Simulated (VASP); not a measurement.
All values below come from r2SCAN meta-GGA, VASP's PBE PAW potentials (set 64) (plane waves; VASP).

VASP input:

File KPOINTS:
```
Automatic mesh
0
Gamma
8 8 8
0 0 0
```

**INCAR**
```
ALGO = Normal   ! blocked Davidson
SIGMA = 0.05
EDIFF = 1E-8
LCHARG = F
PREC = Accurate
LMIXTAU = T
IBRION = 1
ENCUT = 400   ! plane-wave cut-off (eV)
LASPH = T   ! aspherical one-centre terms
METAGGA = R2SCAN
LREAL = F
ISIF = 2   ! forces and stress, cell fixed
ISMEAR = 0   ! Gaussian
LWAVE = F
SYSTEM = MgS
NSW = 30   ! most ionic steps
EDIFFG = -0.001   ! ionic stop
NELM = 100   ! most electronic steps
```

**POSCAR**
```
MgS
1
    0.0000000000     2.5957103933     2.5957103933
    2.5957103933     0.0000000000     2.5957103933
    2.5957103933     2.5957103933    -0.0000000000
Mg S
1 1
Direct
  0.0000000000   0.0000000000   1.0000000000
  0.5000000000   0.5000000000   0.5000000000
```

POTCAR, in this order: Mg S (PBE.64 set). Program: vasp_std.

Output of the run:

File OUTCAR:
```
 ion  position               nearest neighbor table
   1  0.000  0.000  0.000-   2 2.60   2 2.60   2 2.60   2 2.60   2 2.60   2 2.60
   2  0.500  0.500  0.500-   1 2.60   1 2.60   1 2.60   1 2.60   1 2.60   1 2.60
  LATTYP: Found a face centered cubic cell.
 ALAT       =     5.1914207866
 Subroutine PRICEL returns:
 Original cell was already a primitive cell.
 Subroutine GETGRP returns: Found 48 space group operations
The static configuration has the point symmetry O_h .
The dynamic configuration has the point symmetry O_h .
 Subroutine INISYM returns: Found 48 space group operations
 Subroutine IBZKPT returns following result:
 Found     29 irreducible k-points:

 Following reciprocal coordinates:
            Coordinates               Weight
  0.000000  0.000000  0.000000      1.000000
  0.125000  0.000000  0.000000      8.000000
  0.250000  0.000000  0.000000      8.000000
  0.375000  0.000000  0.000000      8.000000
  0.500000  0.000000  0.000000      4.000000
  0.125000  0.125000  0.000000      6.000000
  0.250000  0.125000  0.000000     24.000000
  0.375000  0.125000  0.000000     24.000000
  0.500000  0.125000  0.000000     24.000000
 -0.375000  0.125000  0.000000     24.000000
 -0.250000  0.125000  0.000000     24.000000
 -0.125000  0.125000  0.000000     12.000000
  0.250000  0.250000  0.000000      6.000000
  0.375000  0.250000  0.000000     24.000000
  0.500000  0.250000  0.000000     24.000000
 -0.375000  0.250000  0.000000     24.000000
 -0.250000  0.250000  0.000000     12.000000
  0.375000  0.375000  0.000000      6.000000
  0.500000  0.375000  0.000000     24.000000
 -0.375000  0.375000  0.000000     12.000000
  0.500000  0.500000  0.000000      3.000000
  0.375000  0.250000  0.125000     24.000000
  0.500000  0.250000  0.125000     48.000000
 -0.375000  0.250000  0.125000     24.000000
  0.500000  0.375000  0.125000     24.000000
 -0.375000  0.375000  0.125000     48.000000
 -0.250000  0.375000  0.125000     24.000000
 -0.375000  0.500000  0.125000     12.000000
 -0.250000  0.500000  0.250000      6.000000
   k-points           NKPTS =     29   k-points in BZ     NKDIM =     29   number of bands    NBANDS=      8
   number of dos      NEDOS =    301   number of ions     NIONS =      2
   total plane-waves  NPLWV =  13824
   dimension x,y,z NGX =    24 NGY =   24 NGZ =   24
   dimension x,y,z NGXF=    48 NGYF=   48 NGZF=   48
   ions per type =               1   1
   PREC   = accura    normal or accurate (medium, high low for compatibility)
   ISTART =      0    job   : 0-new  1-cont  2-samecut
   ICHARG =      2    charge: 1-file 2-atom 10-const
   ISPIN  =      1    spin polarized calculation?
   LNONCOLLINEAR =      F non collinear calculations
   LSORBIT =      F    spin-orbit coupling
   INIWAV =      1    electr: 0-lowe 1-rand  2-diag
   ENCUT  =  400.0 eV  29.40 Ry    5.42 a.u.   5.99  5.99  5.99*2*pi/ulx,y,z
   NELM   =    100;   NELMIN=  2; NELMDL= -5     # of ELM steps
   EDIFF  = 0.1E-07   stopping-criterion for ELM
   LREAL  =      F    real-space projection
   NLSPLINE    = F    spline interpolate recip. space projectors
   LMAXMIX     =    2 max onsite mixed and CHGCAR
   VOSKOWN=      0    Vosko Wilk Nusair interpolation
   EDIFFG = -.1E-02   stopping-criterion for IOM
   NSW    =     30    number of steps for IOM
   NBLOCK =      1;   KBLOCK =     30    inner block; outer block
   IBRION =      1    ionic relax: 0-MD 1-quasi-New 2-CG
   NFREE  =      0    steps in history (QN), initial steepest desc. (CG)
   ISIF   =      2    stress and relaxation
   ISYM   =      2    0-nonsym 1-usesym 2-fastsym
   TEIN   =    0.0    initial temperature
   TEBEG  =    0.0;   TEEND  =   0.0 temperature during run
   SMASS  =  -3.00    Nose mass-parameter (am)
...
```

### OSZICAR
```
       N       E                     dE             d eps       ncg     rms          rms(c)
DAV:   1     0.885767217606E+01    0.88577E+01   -0.32252E+03   488   0.664E+02
DAV:   2    -0.164484072083E+02   -0.25306E+02   -0.24905E+02   648   0.101E+02
DAV:   3    -0.170932284031E+02   -0.64482E+00   -0.64482E+00   544   0.215E+01
DAV:   4    -0.170965358835E+02   -0.33075E-02   -0.33075E-02   752   0.171E+00
DAV:   5    -0.170965424492E+02   -0.65657E-05   -0.65657E-05   560   0.514E-02    0.463E+00
DAV:   6    -0.154762991789E+02    0.16202E+01   -0.11108E+00   488   0.777E+00    0.489E+00
DAV:   7    -0.153214814440E+02    0.15482E+00   -0.51128E-01   480   0.445E+00    0.193E+00
DAV:   8    -0.154569623418E+02   -0.13548E+00   -0.24777E-01   536   0.449E+00    0.170E+00
DAV:   9    -0.154280555981E+02    0.28907E-01   -0.67849E-02   472   0.282E+00    0.206E-01
DAV:  10    -0.154909406811E+02   -0.62885E-01   -0.16478E-02   488   0.126E+00    0.131E-01
DAV:  11    -0.154801051879E+02    0.10835E-01   -0.10396E-03   568   0.339E-01    0.141E-01
DAV:  12    -0.155097790315E+02   -0.29674E-01   -0.11983E-02   496   0.107E+00    0.131E-01
DAV:  13    -0.155096145107E+02    0.16452E-03   -0.96015E-04   512   0.396E-01    0.110E-01
DAV:  14    -0.155097778238E+02   -0.16331E-03   -0.37215E-05   512   0.896E-02    0.731E-02
DAV:  15    -0.155097444343E+02    0.33389E-04   -0.86319E-05   512   0.114E-01    0.605E-02
DAV:  16    -0.155097660392E+02   -0.21605E-04   -0.21182E-06   584   0.166E-02    0.478E-02
DAV:  17    -0.155097803173E+02   -0.14278E-04   -0.46735E-06   488   0.181E-02    0.133E-02
DAV:  18    -0.155097871349E+02   -0.68176E-05   -0.65529E-07   472   0.101E-02    0.124E-02
DAV:  19    -0.155097906290E+02   -0.34941E-05   -0.60883E-06   496   0.199E-02    0.807E-03
DAV:  20    -0.155097921154E+02   -0.14864E-05   -0.22626E-07   544   0.540E-03    0.977E-03
DAV:  21    -0.155097939723E+02   -0.18568E-05   -0.47900E-07   496   0.648E-03    0.247E-03
DAV:  22    -0.155097944296E+02   -0.45735E-06   -0.65264E-08   504   0.347E-03    0.236E-03
DAV:  23    -0.155097938218E+02    0.60785E-06   -0.22952E-08   488   0.192E-03    0.446E-04
DAV:  24    -0.155097945040E+02   -0.68221E-06   -0.65149E-09   496   0.122E-03    0.344E-04
DAV:  25    -0.155097942668E+02    0.23720E-06   -0.94165E-10   264   0.429E-04    0.156E-04
DAV:  26    -0.155097943698E+02   -0.10307E-06   -0.26239E-10   280   0.163E-04    0.281E-05
DAV:  27    -0.155097943629E+02    0.69563E-08   -0.27380E-11   264   0.568E-05
   1 F= -.15509794E+02 E0= -.15509794E+02  d E =-.155098E+02
```

**OUTCAR**
```
------------------------ aborting loop because EDIFF is reached ----------------------------------------
  FORCE on cell =-STRESS in cart. coord.  units (eV):
  Direction    XX          YY          ZZ          XY          YZ          ZX
  --------------------------------------------------------------------------------------
  Total        0.0181363      0.0181363      0.0181363     -0.0000000      0.0000000      0.0000000
  in kB        0.8307331      0.8307331      0.8307331     -0.0000000      0.0000000      0.0000000
  external PRESSURE =       0.8307331 kB  Pullay stress =       0.0000000 kB
  volume of cell :       34.98
      direct lattice vectors                 reciprocal lattice vectors
     0.000000000  2.595710393  2.595710393    -0.192625495  0.192625495  0.192625495
     2.595710393  0.000000000  2.595710393     0.192625495 -0.192625495  0.192625495
     2.595710393  2.595710393  0.000000000     0.192625495  0.192625495 -0.192625495
 POSITION                                       TOTAL-FORCE (eV/Angst)
 -----------------------------------------------------------------------------------
      0.00000      0.00000      0.00000        -0.000000      0.000000     -0.000000
      2.59571      2.59571      2.59571         0.000000     -0.000000      0.000000
 -----------------------------------------------------------------------------------
    total drift:                               -0.000000     -0.000000      0.000000
  FREE ENERGIE OF THE ION-ELECTRON SYSTEM (eV)
  ---------------------------------------------------
  free  energy   TOTEN  =       -15.5097943629 eV

  energy  without entropy=      -15.5097943629  energy(sigma->0) =      -15.50979436

 reached required accuracy - stopping structural energy minimisation
```
(Selected blocks of OUTCAR.)

The compound is MgS in the rock salt structure. It was relaxed first. The start is the result of an earlier pass.
